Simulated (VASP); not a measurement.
Input of a VASP 6.6.1 run:

INCAR

```
ALGO = Fast ; EDIFF = 1E-7
ENCUT = 520 ; GGA = PE
ISIF = 2 ; ISMEAR = 0
LASPH = True ; LCHARG = True
LELF = True ; LREAL = False
LVHAR = True ; LWAVE = False
NBANDS = 17 ; NELM = 60
PREC = Accurate ; SIGMA = 0.1
```

Contents of KPOINTS:

```
k-points
0
Gamma
  8 8 8
```

The input POSCAR:

```
CaMg4
1.0
    5.3615536424      0.0000000000      0.0000000000
    0.0000000000      5.3615536424      0.0000000000
    0.0000000000      0.0000000000      5.3615536424
Ca Mg
1 4
Direct
    0.0000000000      0.0000000000      0.0000000000
    0.0000000000      0.5000000000      0.5000000000
    0.5000000000      0.0000000000      0.5000000000
    0.5000000000      0.5000000000      0.0000000000
    0.5000000000      0.5000000000      0.5000000000
```

Potentials or basis: VASP PAW PBE potentials, release 64 (Ca_sv, Mg).

The run is started by

```console
$ cat potpaw_PBE.64/Ca_sv/POTCAR potpaw_PBE.64/Mg/POTCAR > POTCAR
$ mpirun -np 1 vasp_std > vasp.out
```

Question: What does it give for the pressure?

Answer: 0.0 GPa.

Question: Estimate the band gap on the k mesh.

Answer: None (metal or under the smearing width).
